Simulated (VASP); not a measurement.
ZnSe (zinc blende), at 0.96 of the tabulated volume:

```
CELL_PARAMETERS angstrom
      0.00000     2.79668     2.79668
      2.79668     0.00000     2.79668
      2.79668     2.79668     0.00000
ATOMIC_POSITIONS crystal
  Zn 0.00000 0.00000 0.00000
  Se 0.25000 0.25000 0.25000
```

The lowest empty band near Γ, direction [111], from PBE with spin-orbit coupling in VASP (PAW); its two spin partners are averaged. The gap over the points computed is 1.33 eV, and the next band on that side lies 4.23 eV away at the edge.

Settings: 400 eV cut-off, 9×9×9 Γ-centred mesh, Gaussian smearing of 0.050 eV, potentials Zn Se.

```
distance from the edge in k (1/Å)  distance in energy (meV)
---------------------------------  ------------------------
0.012                                                   5.4
0.018                                                  12.0
0.025                                                  23.0
0.035                                                  44.2
0.050                                                  87.0
0.070                                                 160.5
```

Task: Fit E(1 + αE) = ħ²k²/2m* (ħ²/2m0 = 3.810 eV Å²) and predict the row at 0.095 1/Å.

Result: Least squares on the energies gives the electron mass m* = 0.101 m0 and α = 0.91 per eV, and so 271.6 meV. The run gave 270.3 meV, -1.3 meV from the fit. So light an electron mass at Γ scales with the gap, and carries this level's error in it.

Left out are points under 3 meV from the edge, since the levels carry 0.1 meV, and points farther than half the way to the next band.

The compound is ZnSe in the zinc blende structure. The cell was not relaxed at this level.
